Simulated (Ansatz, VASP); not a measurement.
# Cross-check of Cu (linear Cu chain) between VASP and Ansatz, part 2 of 2

Wanted: the spread between two codes on one cell, functional and k mesh. The cell is taken from a series of runs on this material, whose earlier steps may have relaxed, scaled, displaced or heated it; both programs get it as it stands.

VASP 6.6.1 and Ansatz 0.2.0.

So far: The structure; Ansatz: single point, PBEsol, pair 1; VASP: single point, PBEsol, pair 1; Side by side; Ansatz: single point, PBEsol, pair 2.

## 6. VASP: single point, PBEsol, pair 2

Level of this step: PBEsol, spin-polarised from a ferromagnetic start; plane waves and PAW (Cu) (VASP).

The same cell, functional, mesh and smearing now go to VASP, with its own data sets.

INCAR

```
SYSTEM = Cu
PREC = Accurate
ENCUT = 600
EDIFF = 1E-06
NELM = 200
ISMEAR = -1
SIGMA = 0.05
LREAL = .FALSE.
ALGO = Normal
GGA = PS
NBANDS = 13
ISPIN = 2
MAGMOM = 0.02
LASPH = .TRUE.
LMAXMIX = 4
LORBIT = 11
LWAVE = .FALSE.
LCHARG = .FALSE.
ISIF = 2
GGA_COMPAT = .FALSE.
KPAR = 2
```

POSCAR

```
Cu
1.0
    7.5000000000      0.0000000000      0.0000000000
    0.0000000000      7.5000000000      0.0000000000
    0.0000000000      0.0000000000      2.0748688544
Cu
1
Direct
    0.5000000000      0.5000000000      0.0000000000
```

KPOINTS

```
Automatic mesh
0
Gamma
1 1 39
0 0 0
```

The projector-augmented-wave data sets are Cu (PBE family, release 64).

Launch:

```bash
$ mpirun -np 2 vasp_std
```

Numbers of over 12 decimals in the logs are rounded to 6 here.

The program printed:

```text
[banner, memory and clock lines left out]
running    2 mpi-ranks, on    1 nodes
[...]
[... a notice as in an earlier step ...]

 LDA part: xc-table for (Slater+PW92), standard interpolation
 POSCAR, INCAR and KPOINTS ok, starting setup
[...]
entering main loop
       N       E                     dE             d eps       ncg     rms          rms(c)
DAV:   1     0.627082754746E+02    0.62708E+02   -0.39930E+03  1040   0.712E+02
DAV:   2    -0.268551003758E+00   -0.62977E+02   -0.53826E+02  1058   0.147E+02
DAV:   3    -0.208161172087E+01   -0.18131E+01   -0.17757E+01  1286   0.316E+01
DAV:   4    -0.210553361222E+01   -0.23922E-01   -0.23914E-01  1250   0.444E+00
[...]
DAV:  15    -0.181161929997E+01   -0.37753E-05   -0.46522E-07  1080   0.893E-03    0.153E-03
DAV:  16    -0.181162292170E+01   -0.36217E-05   -0.66066E-07  1060   0.687E-03    0.161E-03
DAV:  17    -0.181162313558E+01   -0.21388E-06   -0.61693E-08   827   0.246E-03
   1 F= -.18116231E+01 E0= -.18052396E+01  d E =-.127671E-01  mag=     0.0031
```

Parts of OUTCAR (step 6):

```text
  Total       -0.0618067     -0.0618067      3.8839155     -0.0000000      0.0000000     -0.0000000
  in kB       -0.8484626     -0.8484626     53.3171810     -0.0000000      0.0000000     -0.0000000
  external PRESSURE =      17.2067519 kB  Pullay stress =       0.0000000 kB

  FREE ENERGIE OF THE ION-ELECTRON SYSTEM (eV)
  ---------------------------------------------------
  free  energy   TOTEN  =        -1.8116231356 eV

  energy  without entropy=       -1.7988560043  energy(sigma->0) =       -1.80523957

 magnetization (x)
# of ion       s       p       d       tot
------------------------------------------
    1        0.000  -0.000   0.003   0.003

[... 1 part as in an earlier step ...]

[... 3 further parts left out ...]
[key lines of the parts left out:]
E-fermi :  -4.0066
```

## 7. Side by side

What differs besides the data sets and the points named for the pairs above, as far as they apply: the data sets hold 19 valence electrons in Ansatz (on its default PAW (the set named soft_2) files) and 11 in VASP. Total energies have different zeros and are not compared.

Both answers:

| quantity | Ansatz | VASP | difference |
| --- | --- | --- | --- |
| pressure (GPa) | 1.68 | 1.72 | -0.04 |
| total moment (μB) | 0.02 | 0.00 | +0.02 |

## 8. Ansatz: single point, PBEsol, pair 3

With cell and atoms fixed, the geometry can't cause a difference; cores, projectors, grids and the points listed under the comparison can. The cell compared in this pair holds 121.79 Å³, against 116.71 Å³ for the pair before.

The cell is taken from a series of runs on this material, whose earlier steps may have relaxed, scaled, displaced or heated it; both programs get it as it stands.

input.yaml

```yaml
crystal:
  lattice:
    - [7.5, 0.0, 0.0]
    - [0.0, 7.5, 0.0]
    - [0.0, 0.0, 2.1650805437]
  atoms:
    - { symbol: Cu, position: [0.5, 0.5, 0.0], spin: 0.5 }
magnetization:
  spin_polarized: true
kpoints:
  mp_grid: { grid: [1, 1, 37] }
scf:
  occupations: { method: fermi_dirac, width: 0.05 }
hamiltonian:
  xc: pbesol
output:
  transmission:
    e_range: [-2, 2]
    de: 0.035
    kmesh: [1, 1]
    reduced_basis: true
    leads: [[0, 0]]
  stress: true
```

Launch:

```bash
$ ansatz run input.yaml --threads 4 --pin off --max-ram 8192MiB --backend cpu --events-out ev --progress --plain --runs-dir out
```

The program printed:

```text
[...]
Crystal: 1 atoms, lattice volume = 121.786 Å³
Basis set: ecut = 420 eV, 2407 PW (Γ)
Bands: 14, of which v1, the nominal top of the filled ones, is band 10 counted from 1 (9 counted from 0)
Symmetry: 16 space group operations
[...]
k-points: 19 of 37
[...]
Starting moments: Σ|m| = 0.5 μB on 1 of 1 site
[...]
--- Transmission ---
  basis      : 497 plane waves across, 3 finite elements along
  points     : 1, standing for a mesh of 1 x 1
[...]
crystal 0  : Cu1, at the sites [0, 0], period 2.1651 Å: whole cells are its period
[...]
filled         : 35.6 meV over the level at which it is neutral
    channels       : 1.000000e0 up, 1.000000e0 down
[...]
[key lines of the parts left out:]
SCF converged after 19 iterations
Magnetization: 0.0303 μB (9.5151 up, 9.4849 down)
Free energy (F): -6586.358715 eV
Fermi energy:    -3.218846 eV
P = ⅓ Tr σ = 0.6405 GPa (6.405 kbar)
```

## 9. VASP: single point, PBEsol, pair 3

The same cell, functional, mesh and smearing now go to VASP, with its own data sets.

INCAR, as its differences from that of step 6:

```diff
@@ -12,3 +12,3 @@
 ISPIN = 2
-MAGMOM = 0.02
+MAGMOM = 0.03
 LASPH = .TRUE.
```

POSCAR, as its differences from that of step 6:

```diff
@@ -4,3 +4,3 @@
     0.0000000000      7.5000000000      0.0000000000
-    0.0000000000      0.0000000000      2.0748688544
+    0.0000000000      0.0000000000      2.1650805437
 Cu
```

KPOINTS

```
Automatic mesh
0
Gamma
1 1 37
0 0 0
```

Launch:

```bash
$ mpirun -np 2 vasp_std
```

The program printed:

```text
[... set-up lines as in an earlier step ...]
 entering main loop
       N       E                     dE             d eps       ncg     rms          rms(c)
DAV:   1     0.610879283142E+02    0.61088E+02   -0.40342E+03   988   0.718E+02
DAV:   2    -0.503730876131E+00   -0.61592E+02   -0.51294E+02  1013   0.143E+02
DAV:   3    -0.218213230123E+01   -0.16784E+01   -0.16597E+01  1197   0.302E+01
DAV:   4    -0.220314624718E+01   -0.21014E-01   -0.21002E-01  1213   0.426E+00
[...]
DAV:  15    -0.192657384692E+01    0.21382E-05   -0.46051E-06  1018   0.340E-02    0.817E-03
DAV:  16    -0.192657575929E+01   -0.19124E-05   -0.35683E-06  1013   0.275E-02    0.143E-03
DAV:  17    -0.192657643218E+01   -0.67290E-06   -0.12219E-07   896   0.274E-03
   1 F= -.19265764E+01 E0= -.19188085E+01  d E =-.155359E-01  mag=     0.0002
```

Parts of OUTCAR (step 9):

```text
  Total       -0.1006375     -0.1006375      1.6660796      0.0000000     -0.0000000      0.0000000
  in kB       -1.3239565     -1.3239565     21.9184449      0.0000000     -0.0000000      0.0000000
  external PRESSURE =       6.4235107 kB  Pullay stress =       0.0000000 kB

  FREE ENERGIE OF THE ION-ELECTRON SYSTEM (eV)
  ---------------------------------------------------
  free  energy   TOTEN  =        -1.9265764322 eV

  energy  without entropy=       -1.9110405503  energy(sigma->0) =       -1.91880849

 magnetization (x)
# of ion       s       p       d       tot
------------------------------------------
    1       -0.000  -0.000   0.000   0.000

[... 1 part as in an earlier step ...]

[... 3 further parts left out ...]
[key lines of the parts left out:]
E-fermi :  -4.0946
```

## 10. Side by side

What differs besides the data sets and the points named for the pairs above, as far as they apply: the data sets hold 19 valence electrons in Ansatz (on its default PAW (the set named soft_2) files) and 11 in VASP. Total energies have different zeros and are not compared.

Both answers:

| quantity | Ansatz | VASP | difference |
| --- | --- | --- | --- |
| pressure (GPa) | 0.64 | 0.64 | 0.00 |
| total moment (μB) | 0.03 | 0.00 | +0.03 |

## 11. Summary of results

* difference in total moment (single point, PBEsol, pair 1): 0.042 μB
* difference in total moment (single point, PBEsol, pair 2): 0.019 μB
* difference in total moment (single point, PBEsol, pair 3): 0.030 μB

In words: The difference in total moment is 0.042 μB (single point, PBEsol, pair 1). The data sets hold unlike numbers of valence electrons (19 in Ansatz and 11 in VASP), so part of the differences comes from the potentials. 5 further runs of this series are not shown here. Such differences can come from data sets, numerical settings and the points named under the comparisons, not from the functional's error against experiment.

[Lines on the potential files, build, host, timing and source positions are cut from VASP's logs without a mark.]

[Logs are printed without paths, hosts, clocks, repeated set-up lines and the standing remarks that a program may print on its own settings, such as how far it seeks lower states.]

[Hosts, paths, dates, database ids (printed as entryN), source tags and the programs' standing remarks are cut or masked in the printed files.]
